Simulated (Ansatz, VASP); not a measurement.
One calculation of MgW, two programs

```
Mg W
1.0
     2.84633    0.00000    0.00000
    -1.42317    2.46499    0.00000
     0.00000    0.00000    4.92734
Mg W
1 1
Direct
  0.00000 0.00000 0.00000
  0.33333 0.66667 0.50000
```

Alike in both runs: task relaxation of cell and atoms; functional PBE; k mesh 24 × 24 × 12; occupations gaussian, width 0.1 eV; no spin polarisation.

|  | VASP | Ansatz |
| --- | --- | --- |
| version | VASP 6.6.1 | Ansatz 0.2.0 |
| potentials or method | VASP PAW PBE potentials, release 64 (Mg, W_sv) | scalar-relativistic, plane waves, PAW |
| plane-wave cutoff (eV) | 600 | 420 |
| valence electrons in the cell | 16 | 24 |

VASP gave:

| Quantity | Value |
| --- | --- |
| gap on the k mesh at the Fermi level, each at its own relaxed structure (eV) | none |
| relaxed volume (Å³/atom) | 17.29 |
| relaxed cell length with the largest relative difference (Å) | 4.904 |

Problem. What did Ansatz give for the same quantities?

Solution. gap on the k mesh at the Fermi level, each at its own relaxed structure (eV): none; relaxed volume (Å³/atom): 17.28; relaxed cell length with the largest relative difference (Å): 4.907.

A gap of «none» marks a metal or a gap that the smearing closes. The two sets of potentials don't hold the same shells in valence.

The runs have no spin-orbit coupling, so splittings on W are missing.
